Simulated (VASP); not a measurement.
Method: rev-vdW-DF2, VASP's PBE PAW potentials (set 64) (plane waves; VASP 6.6.1).

VASP input:

INCAR:
```
AGGAC=0.0
ALGO=Normal
EDIFF=1E-7
ENCUT=520
GGA=MK
ISIF=2
ISMEAR=0
LASPH=.TRUE.
LCHARG=.FALSE.
LMAXMIX=4
LREAL=.FALSE.
LUSE_VDW=.TRUE.
LWAVE=.FALSE.
NELM=100
PARAM1=0.1234568
PARAM2=0.7114
PREC=Accurate
SIGMA=0.05
SYSTEM=PbTe
ZAB_VDW=-1.8867
```

### KPOINTS
```
Automatic mesh
0
Gamma
7 7 7
0 0 0
```

POSCAR:
```
PbTe
1
    0.0000000000     3.2893621974     3.2893621974
    3.2893621974     0.0000000000     3.2893621974
    3.2893621974     3.2893621974     0.0000000000
Te Pb
1 1
Direct
  0.5000000000   0.5000000000   0.5000000000
  0.0000000000   0.0000000000   0.0000000000
```

POTCAR, in this order: Te Pb_d (PBE.64 set). Program: vasp_std.

Output of the run:

OSZICAR:
```
       N       E                     dE             d eps       ncg     rms          rms(c)
DAV:   1     0.156902277365E+03    0.15690E+03   -0.92134E+03   560   0.135E+03
DAV:   2     0.822029150413E+01   -0.14868E+03   -0.14604E+03   596   0.332E+02
DAV:   3    -0.287458300229E+01   -0.11095E+02   -0.10825E+02   746   0.962E+01
DAV:   4    -0.317628624881E+01   -0.30170E+00   -0.30156E+00   674   0.191E+01
DAV:   5    -0.318444044659E+01   -0.81542E-02   -0.81540E-02   774   0.280E+00    0.292E+00
DAV:   6    -0.303250886556E+01    0.15193E+00   -0.38948E-01   756   0.464E+00    0.177E+00
DAV:   7    -0.302928951028E+01    0.32194E-02   -0.89815E-02   630   0.156E+00    0.861E-01
DAV:   8    -0.303124101596E+01   -0.19515E-02   -0.93932E-03   620   0.115E+00    0.126E-01
DAV:   9    -0.303111258899E+01    0.12843E-03   -0.15813E-03   792   0.424E-01    0.484E-02
DAV:  10    -0.303113800945E+01   -0.25420E-04   -0.15104E-04   578   0.102E-01    0.241E-02
DAV:  11    -0.303114393252E+01   -0.59231E-05   -0.29024E-05   702   0.402E-02    0.922E-03
DAV:  12    -0.303114402734E+01   -0.94827E-07   -0.20328E-06   662   0.173E-02    0.808E-03
DAV:  13    -0.303114385031E+01    0.17703E-06   -0.86089E-08   496   0.321E-03    0.416E-03
DAV:  14    -0.303114378198E+01    0.68336E-07   -0.41503E-07   510   0.583E-03
   1 F= -.30311438E+01 E0= -.30311438E+01  d E =-.223366E-15
```

File OUTCAR:
```
------------------------ aborting loop because EDIFF is reached ----------------------------------------
  FORCE on cell =-STRESS in cart. coord.  units (eV):
  Direction    XX          YY          ZZ          XY          YZ          ZX
  --------------------------------------------------------------------------------------
  Total       -0.5115207     -0.5115207     -0.5115207      0.0000000      0.0000000      0.0000000
  in kB      -11.5135365    -11.5135365    -11.5135365      0.0000000      0.0000000      0.0000000
  external PRESSURE =     -11.5135365 kB  Pullay stress =       0.0000000 kB
  volume of cell :       71.18
      direct lattice vectors                 reciprocal lattice vectors
     0.000000000  3.289362197  3.289362197    -0.152005152  0.152005152  0.152005152
     3.289362197  0.000000000  3.289362197     0.152005152 -0.152005152  0.152005152
     3.289362197  3.289362197  0.000000000     0.152005152  0.152005152 -0.152005152
  FREE ENERGIE OF THE ION-ELECTRON SYSTEM (eV)
  ---------------------------------------------------
  free  energy   TOTEN  =        -3.0311437820 eV

  energy  without entropy=       -3.0311437820  energy(sigma->0) =       -3.03114378
```
(Selected blocks of OUTCAR.)

The compound is PbTe in the rock salt structure. This cell is one point of a volume scan, at 1.03 of the reference volume.
